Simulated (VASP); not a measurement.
A run of VASP 6.6.1 is set up as follows.

Contents of INCAR:

```
ALGO = Normal ; EDIFF = 1E-7
ENCUT = 520 ; GGA = CA
ISIF = 2 ; ISMEAR = -1
LASPH = True ; LCHARG = False
LMAXMIX = 4 ; LREAL = False
LWAVE = False ; NBANDS = 16
NELM = 100 ; PREC = Accurate
SIGMA = 0.05
```

KPOINTS

```
k-points
0
Gamma
  9 9 7
```

Contents of POSCAR:

```
NaCu
1.0
    2.9422367500      0.0000000000      0.0000000000
    0.0000000000      2.9422367500      0.0000000000
    0.0000000000      0.0000000000      4.0409127600
Na Cu
1 1
Direct
    0.0000000000      0.0000000000      0.0000000000
    0.5000000000      0.5000000000      0.5000000000
```

File KPOINTS_OPT:

```
path GXMGZRAZ,XR,MA
15
line-mode
reciprocal
 0.0000000000  0.0000000000  0.0000000000  G
 0.0000000000  0.5000000000  0.0000000000  X

 0.0000000000  0.5000000000  0.0000000000  X
 0.5000000000  0.5000000000  0.0000000000  M

 0.5000000000  0.5000000000  0.0000000000  M
 0.0000000000  0.0000000000  0.0000000000  G

 0.0000000000  0.0000000000  0.0000000000  G
 0.0000000000  0.0000000000  0.5000000000  Z

 0.0000000000  0.0000000000  0.5000000000  Z
 0.0000000000  0.5000000000  0.5000000000  R

 0.0000000000  0.5000000000  0.5000000000  R
 0.5000000000  0.5000000000  0.5000000000  A

 0.5000000000  0.5000000000  0.5000000000  A
 0.0000000000  0.0000000000  0.5000000000  Z

 0.0000000000  0.5000000000  0.0000000000  X
 0.0000000000  0.5000000000  0.5000000000  R

 0.5000000000  0.5000000000  0.0000000000  M
 0.5000000000  0.5000000000  0.5000000000  A
```

Potentials or basis: VASP PAW LDA potentials, release 64 (Na_pv, Cu).

Command:

```console
$ cat potpaw_LDA.64/Na_pv/POTCAR potpaw_LDA.64/Cu/POTCAR > POTCAR
$ mpirun -np 1 vasp_std > vasp.out
```

**Question.** What does it give for the band gap along the path?

**Answer.** None (metal or under the smearing width).

**Question.** Predict the pressure.

**Answer.** -1.7 GPa.

Stress tensor (GPa, compression positive):
```
-2.88  0.00  0.00
 0.00 -2.88  0.00
 0.00  0.00  0.71
```
